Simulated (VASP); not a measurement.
Shape and ions are relaxed at each volume.

Consider the following.

```xyz
2
Lattice="1.7741 -3.0729 0.0000 1.7741 3.0729 0.0000 0.0000 0.0000 5.5692" Properties=species:S:1:pos:R:3 pbc="T T T"
Dy     1.7741     1.0243     1.3923
Dy     1.7741    -1.0243     4.1769
```

Computed with AM05 GGA, VASP's PBE PAW potentials (set 64) (plane waves; VASP). Settings: 520 eV cut-off, 12×12×7 Γ-centred mesh, first-order Methfessel-Paxton smearing of 0.10 eV, potentials Dy_3.

The 4f electrons are frozen in the core of the lanthanide potential, so 4f levels, which can set the real gap, and their magnetism are missing.

Q: Give the energy at these volumes per atom, relative to the lowest: 28.66, 29.57, 30.49, 31.40, 32.32 Å³.

A: 13.4, 2.8, 0.0, 4.4, 14.9 meV/atom. A third-order Birch-Murnaghan fit gives B0 = 41.5 GPa and B0′ = 3.1.

Measured: bulk modulus 40.5 GPa (computed value off by +2.4 %), as given by Wikipedia, Dysprosium (infobox). The calculation is for a static lattice, while the measured bulk modulus holds thermal and zero-point effects, which are part of the difference.

The compound is Dy in the hcp structure. It was relaxed first.
